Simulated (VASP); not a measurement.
Method: LDA (Ceperley-Alder, Perdew-Zunger), VASP's LDA PAW potentials (set 64) (plane waves; VASP).

VASP input:

**POSCAR**
```
Ca2MgPd2
1
   -2.1592250000     2.9505750000     4.4545800000
    2.1592250000    -2.9505750000     4.4545800000
    2.1592250000     2.9505750000    -4.4545800000
Ca Mg Pd
2 1 2
Direct
  0.6968380000   0.1943380000   0.4930410000
  0.2956720000   0.7976370000   0.4876450000
  0.0189040000   0.0070530000   0.0103710000
  0.7174580000   0.4930090000   0.2217140000
  0.2711290000   0.5079640000   0.7872300000
```

KPOINTS:
```
kpoints
0
gamma
 4 4 5
```

INCAR:
```
! general
SYSTEM  = Ca2MgPd2
PREC    = Accurate
ENCUT   = 300
LREAL   = .False.
LASPH   = .True.   ! aspherical one-centre terms

! electronic loop
EDIFF   = 1E-6   ! SCF stop (eV)
NELM    = 100   ! most electronic steps
ALGO    = Normal   ! blocked Davidson
LMAXMIX = 4

! smearing
ISMEAR  = -1
SIGMA   = 0.1

! ions
ISIF    = 2   ! forces and stress, cell fixed

! output
LWAVE   = .False.
LCHARG  = .False.
```

POTCAR, in this order: Ca_sv Mg Pd (LDA.64 set). Program: vasp_std.

What VASP printed:

### OSZICAR
```
       N       E                     dE             d eps       ncg     rms          rms(c)
DAV:   1     0.240422383880E+03    0.24042E+03   -0.15781E+04  2180   0.104E+03
DAV:   2    -0.713957659827E+01   -0.24756E+03   -0.24336E+03  2446   0.314E+02
DAV:   3    -0.226467163651E+02   -0.15507E+02   -0.15338E+02  3867   0.615E+01
DAV:   4    -0.232255225362E+02   -0.57881E+00   -0.57773E+00  2784   0.113E+01
DAV:   5    -0.232510887964E+02   -0.25566E-01   -0.25554E-01  3430   0.199E+00    0.658E+00
DAV:   6    -0.228138781575E+02    0.43721E+00   -0.24855E+00  2447   0.948E+00    0.279E+00
DAV:   7    -0.226725077651E+02    0.14137E+00   -0.78969E-01  2525   0.464E+00    0.218E+00
DAV:   8    -0.226159519166E+02    0.56556E-01   -0.18451E-01  2805   0.269E+00    0.292E-01
DAV:   9    -0.226151743579E+02    0.77756E-03   -0.12361E-02  3245   0.598E-01    0.144E-01
DAV:  10    -0.226149671380E+02    0.20722E-03   -0.15588E-03  2830   0.342E-01    0.647E-02
DAV:  11    -0.226149316178E+02    0.35520E-04   -0.44372E-04  3414   0.170E-01    0.285E-02
DAV:  12    -0.226149230575E+02    0.85603E-05   -0.94504E-05  2622   0.539E-02    0.936E-03
DAV:  13    -0.226149232012E+02   -0.14373E-06   -0.60421E-06  2072   0.172E-02
   1 F= -.22614923E+02 E0= -.22583204E+02  d E =-.634389E-01
```

OUTCAR:
```
------------------------ aborting loop because EDIFF is reached ----------------------------------------
  FORCE on cell =-STRESS in cart. coord.  units (eV):
  Direction    XX          YY          ZZ          XY          YZ          ZX
  --------------------------------------------------------------------------------------
  Total       -3.1601568     -2.5570443     -2.9573491     -0.2441094     -0.0677654      0.0977967
  in kB      -44.6013396    -36.0892221    -41.7389826     -3.4452744     -0.9564167      1.3802687
  external PRESSURE =     -40.8098481 kB  Pullay stress =       0.0000000 kB
  volume of cell :      113.52
      direct lattice vectors                 reciprocal lattice vectors
    -2.159225000  2.950575000  4.454580000     0.000000000  0.169458495  0.112244027
     2.159225000 -2.950575000  4.454580000     0.231564566  0.000000000  0.112244027
     2.159225000  2.950575000 -4.454580000     0.231564566  0.169458495  0.000000000
 POSITION                                       TOTAL-FORCE (eV/Angst)
 -----------------------------------------------------------------------------------
     -0.02042      2.93742      1.77352         0.070955      0.072160      0.097055
      2.13679     -0.04225      2.69798         0.086770      0.181804     -0.121628
     -0.00320      0.06557      0.06943         0.099795     -0.374511     -0.180939
     -0.00591      1.31644      4.40448        -0.003486      0.495055      0.120201
      2.21119      1.62398     -0.03625        -0.254034     -0.374508      0.085310
 -----------------------------------------------------------------------------------
    total drift:                                0.000124     -0.000018     -0.000507
  FREE ENERGIE OF THE ION-ELECTRON SYSTEM (eV)
  ---------------------------------------------------
  free  energy   TOTEN  =       -22.6149232012 eV

  energy  without entropy=      -22.5514842888  energy(sigma->0) =      -22.58320375
```
(Selected blocks of OUTCAR.)

At this cut-off the stress carries a Pulay error, which pulls relaxed volumes low.

The structure comes from a computed database's Ca2MgPd2 entry; how it stands against other phases isn't given here. The cell was not relaxed at this level, atoms are displaced from their ideal sites. The k-mesh is coarse (spacing up to 0.40 per Å, 2π included), so the numbers may not be converged in it.
